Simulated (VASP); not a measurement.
These are PBEsol GGA, VASP's PBE PAW potentials (set 64) (plane waves; VASP) values and carry that method's errors.

VASP input:

File KPOINTS:
```
K-points
0
gamma
  8 8 8
```

**INCAR**
```
SYSTEM = CuI
PREC = Accurate
ENCUT = 500
EDIFF = 1E-6
NELM = 100
ALGO = Normal
LREAL = .FALSE.
LASPH = .TRUE.
ISMEAR = 0
SIGMA = 0.05
GGA = PS
LMAXMIX = 4
LWAVE = .FALSE.
LCHARG = .FALSE.
IBRION = 2
ISIF = 3
NSW = 40
EDIFFG = -0.02
PSTRESS = 300
```

POSCAR:
```
CuI
1
   -0.0000000000     2.7557316204     2.7557316204
    2.7557316204     0.0000000000     2.7557316204
    2.7557316204     2.7557316204    -0.0000000000
Cu I
1 1
Direct
  0.0000000000   0.0000000000   0.0000000000
  0.2500000000   0.2500000000   0.2500000000
```

POTCAR, in this order: Cu I (PBE.64 set). Program: vasp_std.

Output

**OSZICAR**
```
       N       E                     dE             d eps       ncg     rms          rms(c)
DAV:   1     0.106293138904E+03    0.10629E+03   -0.81724E+03   762   0.159E+03
DAV:   2     0.121176305008E+01   -0.10508E+03   -0.99436E+02   764   0.273E+02
DAV:   3    -0.612851006008E+01   -0.73403E+01   -0.72545E+01  1023   0.851E+01
DAV:   4    -0.634803588466E+01   -0.21953E+00   -0.21944E+00   897   0.127E+01
DAV:   5    -0.635610386065E+01   -0.80680E-02   -0.80679E-02  1117   0.265E+00    0.852E+00
DAV:   6    -0.618989486948E+01    0.16621E+00   -0.83128E+00   774   0.946E+01    0.561E+00
DAV:   7    -0.580186714323E+01    0.38803E+00   -0.18672E+00   894   0.557E+01    0.271E+00
DAV:   8    -0.580138369142E+01    0.48345E-03   -0.12314E-01  1132   0.761E+00    0.826E-01
DAV:   9    -0.579191869463E+01    0.94650E-02   -0.41499E-02   889   0.723E+00    0.242E-01
DAV:  10    -0.579216806681E+01   -0.24937E-03   -0.19372E-03  1010   0.529E-01    0.180E-01
DAV:  11    -0.579211584423E+01    0.52223E-04   -0.62312E-04   984   0.929E-01    0.597E-02
DAV:  12    -0.579211734177E+01   -0.14975E-05   -0.93122E-05  1118   0.153E-01    0.382E-02
DAV:  13    -0.579211790976E+01   -0.56799E-06   -0.90022E-07   613   0.206E-02
   1 F= 0.20449106E+01 E0= 0.20449106E+01  d E =0.204491E+01
       N       E                     dE             d eps       ncg     rms          rms(c)
DAV:   1    -0.165247706515E+02   -0.10733E+02   -0.14125E+02   844   0.315E+02    0.356E+01
DAV:   2    -0.179661649209E+02   -0.14414E+01   -0.23311E+02   754   0.513E+02    0.182E+01
DAV:   3    -0.491728590114E+01    0.13049E+02   -0.44808E+01   894   0.223E+02    0.646E+00
DAV:   4    -0.422757254885E+01    0.68971E+00   -0.99929E+00  1011   0.117E+02    0.512E+00
DAV:   5    -0.433319147085E+01   -0.10562E+00   -0.46610E+00   894   0.749E+01    0.473E+00
DAV:   6    -0.421787879156E+01    0.11531E+00   -0.26081E-01  1125   0.163E+01    0.375E+00
DAV:   7    -0.415022785936E+01    0.67651E-01   -0.10073E-01   950   0.127E+01    0.225E+00
DAV:   8    -0.412400658878E+01    0.26221E-01   -0.21996E-01   884   0.182E+01    0.615E-01
DAV:   9    -0.412347890251E+01    0.52769E-03   -0.20525E-02  1168   0.250E+00    0.370E-01
DAV:  10    -0.412254139357E+01    0.93751E-03   -0.94863E-04   991   0.121E+00    0.269E-01
DAV:  11    -0.412182129096E+01    0.72010E-03   -0.25880E-03  1127   0.176E+00    0.219E-01
DAV:  12    -0.412186798873E+01   -0.46698E-04   -0.59564E-04  1193   0.527E-01    0.249E-01
DAV:  13    -0.412185962696E+01    0.83618E-05   -0.10167E-05  1034   0.408E-02    0.215E-01
DAV:  14    -0.412183915203E+01    0.20475E-04   -0.19469E-05  1131   0.687E-02    0.723E-02
DAV:  15    -0.412182799176E+01    0.11160E-04   -0.27315E-05  1091   0.165E-01    0.888E-03
DAV:  16    -0.412182835262E+01   -0.36086E-06   -0.55549E-06   957   0.242E-02
   2 F= 0.23484689E+01 E0= 0.23484689E+01  d E =0.303558E+00
       N       E                     dE             d eps       ncg     rms          rms(c)
DAV:   1    -0.923398478493E+01   -0.51122E+01   -0.74884E+01   774   0.268E+02    0.140E+01
DAV:   2    -0.608198063196E+01    0.31520E+01   -0.20791E+01   919   0.192E+02    0.311E+00
DAV:   3    -0.559466063993E+01    0.48732E+00   -0.29897E+00   829   0.617E+01    0.328E+00
DAV:   4    -0.542318162794E+01    0.17148E+00   -0.72583E-01  1035   0.229E+01    0.109E+00
DAV:   5    -0.541741765394E+01    0.57640E-02   -0.28466E-02  1123   0.406E+00    0.795E-01
DAV:   6    -0.541446258752E+01    0.29551E-02   -0.10561E-03  1179   0.100E+00    0.512E-01
DAV:   7    -0.541334937346E+01    0.11132E-02   -0.28594E-03   909   0.885E-01    0.542E-02
DAV:   8    -0.541335193317E+01   -0.25597E-05   -0.49021E-05  1155   0.968E-02    0.120E-02
DAV:   9    -0.541335164881E+01    0.28436E-06   -0.11405E-05   909   0.122E-01    0.744E-03
DAV:  10    -0.541335221974E+01   -0.57093E-06   -0.16060E-06   470   0.465E-02
   3 F= 0.19589110E+01 E0= 0.19589110E+01  d E =-.859996E-01
       N       E                     dE             d eps       ncg     rms          rms(c)
DAV:   1    -0.539638209594E+01    0.16970E-01   -0.27525E-02   799   0.474E+00    0.333E-01
DAV:   2    -0.539538299282E+01    0.99910E-03   -0.16531E-02   829   0.491E+00    0.147E-01
DAV:   3    -0.539469383365E+01    0.68916E-03   -0.33989E-03   819   0.234E+00    0.581E-02
DAV:   4    -0.539463161772E+01    0.62216E-04   -0.19079E-04   869   0.141E-01    0.182E-02
DAV:   5    -0.539462868039E+01    0.29373E-05   -0.86928E-06  1070   0.949E-02    0.138E-02
DAV:   6    -0.539462758246E+01    0.10979E-05   -0.11016E-06   392   0.177E-02    0.384E-03
DAV:   7    -0.539462747424E+01    0.10822E-06   -0.71669E-07   377   0.227E-02
   4 F= 0.19587467E+01 E0= 0.19587467E+01  d E =-.861639E-01
```

### OUTCAR
```
------------------------ aborting loop because EDIFF is reached ----------------------------------------
  FORCE on cell =-STRESS in cart. coord.  units (eV):
  Direction    XX          YY          ZZ          XY          YZ          ZX
  --------------------------------------------------------------------------------------
  Total        7.3480309      7.3480309      7.3480309      0.0000000     -0.0000000      0.0000000
  in kB      299.7820058    299.7820058    299.7820058      0.0000000     -0.0000000      0.0000000
  external PRESSURE =      -0.2179942 kB  Pullay stress =     300.0000000 kB
  volume of cell :       39.27
      direct lattice vectors                 reciprocal lattice vectors
     0.000000000  2.697834682  2.697834682    -0.185333817  0.185333817  0.185333817
     2.697834682  0.000000000  2.697834682     0.185333817 -0.185333817  0.185333817
     2.697834682  2.697834682  0.000000000     0.185333817  0.185333817 -0.185333817
  FREE ENERGIE OF THE ION-ELECTRON SYSTEM (eV)
  ---------------------------------------------------
  free  energy   TOTEN  =        -5.3946274742 eV

  energy  without entropy=       -5.3946274742  energy(sigma->0) =       -5.39462747
  enthalpy is  TOTEN    =         1.9587467447 eV   P V=        7.3533742190

 reached required accuracy - stopping structural energy minimisation
```
(Selected blocks of OUTCAR.)

### CONTCAR
```
CuI
   1.00000000000000
     0.0000000000000000    2.6978346816117584    2.6978346816117584
     2.6978346816117584    0.0000000000000000    2.6978346816117584
     2.6978346816117584    2.6978346816117584    0.0000000000000000
  Cu              I
     1     1
Direct
     0.0000000000000000    1.0000000000000000    0.0000000000000000
     0.2500000000000000    0.2500000000000000    0.2500000000000000
```

Energy and stress use the plane-wave basis of the starting cell.

The compound is CuI in the zinc blende structure. This run relaxes it under an external pressure of 30 GPa. Symmetry was kept, so distortions that lower it aren't found.
